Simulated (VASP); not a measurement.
Level of theory: PBE GGA, VASP's PBE PAW potentials (set 64) (plane waves; VASP).

A VASP calculation is set up with these files.

### INCAR
```
SYSTEM  =  La
PREC  =  Accurate; ENCUT  =  400; LREAL  =  .FALSE.
LASPH  =  .TRUE.; NELECT  =  44.1
EDIFF  =  1E-6; NELM  =  100; ALGO  =  Normal
LMAXMIX  =  6
ISMEAR  =  0; SIGMA  =  0.05
GGA  =  PE
ISIF  =  2
LWAVE  =  .FALSE.; LCHARG  =  .FALSE.
```

**KPOINTS**
```
Automatic
0
Gamma
  9 9 3
```

POSCAR:
```
La
1
    1.8850000000    -3.2649160000     0.0000000000
    1.8850000000     3.2649160000     0.0000000000
    0.0000000000     0.0000000000    12.1600000000
La
4
Direct
  0.0000000000   0.0000000000   0.5000000000
  0.0000000000   0.0000000000   0.0000000000
  0.3333330000   0.6666670000   0.2500000000
  0.6666670000   0.3333330000   0.7500000000
```

POTCAR, in this order: La (PBE.64 set). Program: vasp_std.

The cell is charged, with a uniform compensating background.

### Question
Predict the energy per atom (σ→0), band gap (on the k-mesh).

### Answer

| Quantity | Value |
|---|---|
| energy per atom (σ→0) | -4.687 eV/atom |
| band gap (on the k-mesh) | none (metal, semimetal or under 0.01 eV) |

### OSZICAR
```
...
DAV:   8    -0.187487609572E+02   -0.86687E-02   -0.49711E-02  2464   0.140E+00    0.219E-01
DAV:   9    -0.187512181492E+02   -0.24572E-02   -0.97326E-03  2352   0.523E-01    0.160E-01
DAV:  10    -0.187524815943E+02   -0.12634E-02   -0.58468E-03  2096   0.461E-01    0.428E-02
DAV:  11    -0.187524929833E+02   -0.11389E-04   -0.58520E-04  2440   0.190E-01    0.372E-02
DAV:  12    -0.187525086248E+02   -0.15642E-04   -0.11590E-04  1960   0.507E-02    0.244E-02
DAV:  13    -0.187525095073E+02   -0.88243E-06   -0.63518E-05  2184   0.567E-02    0.487E-03
DAV:  14    -0.187525094099E+02    0.97382E-07   -0.78212E-06  1432   0.203E-02
   1 F= -.18752509E+02 E0= -.18747347E+02  d E =-.103247E-01
```

The compound is La in the dhcp structure. The cell was not relaxed at this level. The run is one of a series of settings (ISMEAR = 0, NELECT = 44.1, SIGMA = 0.05 against the base run), some of them coarse on purpose.
